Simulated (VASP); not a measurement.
VASP ran on this input.

### INCAR
```
LREAL = .False.   # projection in real space or not
LCHARG = .False.
SYSTEM = CdSe
NELM = 100   # most electronic steps
SIGMA = 0.05   # width (eV)
ISMEAR = 0   # Gaussian
LMAXMIX = 4
EDIFF = 1E-6
PREC = Accurate
LASPH = .True.   # aspherical one-centre terms
LWAVE = .True.
GGA = PE   # PBE
ENCUT = 520   # plane-wave cut-off (eV)
ALGO = Normal
```

File POSCAR:
```
CdSe
1.0
  0.0000000000   3.1030200861   3.1030200861
  3.1030200861   0.0000000000   3.1030200861
  3.1030200861   3.1030200861   0.0000000000
Cd Se
1 1
Cart
  0.0000000000   0.0000000000   0.0000000000
  1.5515100430   1.5515100430   1.5515100430
```

### KPOINTS
```
Automatic
0
Gamma
 6 6 6
```

POTCAR, in this order: Cd Se (PBE.64 set). Program: vasp_std.

### Question
Write an equivalent input for Ansatz.

### Answer
One equivalent input (not run):
Ansatz 0.2 input:
```yaml
crystal:
  lattice:
    - [0.0000000, 3.1030201, 3.1030201]
    - [3.1030201, 0.0000000, 3.1030201]
    - [3.1030201, 3.1030201, 0.0000000]
  atoms:
    - { symbol: Cd, position: [0.0000000, 0.0000000, 0.0000000] }
    - { symbol: Se, position: [0.2500000, 0.2500000, 0.2500000] }
kpoints:
  mp_grid: { grid: [6, 6, 6] }
hamiltonian:
  xc: pbe
  pseudopotentials: { kind: paw }
scf:
  occupations: { method: gaussian, width: 0.05 }
  max_iter: 100
output: { forces: true, stress: true, eigenvalues: true }
```
Limits of the translation: each code has its own PAW files, so the cut-off isn't converted (ENCUT is set for VASP's; basis.ecutwfc is left out, and Ansatz then takes the one that its files recommend); Ansatz stops its SCF on the density residual and VASP on the energy change (EDIFF).

The compound is CdSe in the zinc blende structure, whereas wurtzite is the usual form. It was relaxed first, which changed the volume by +8 %.
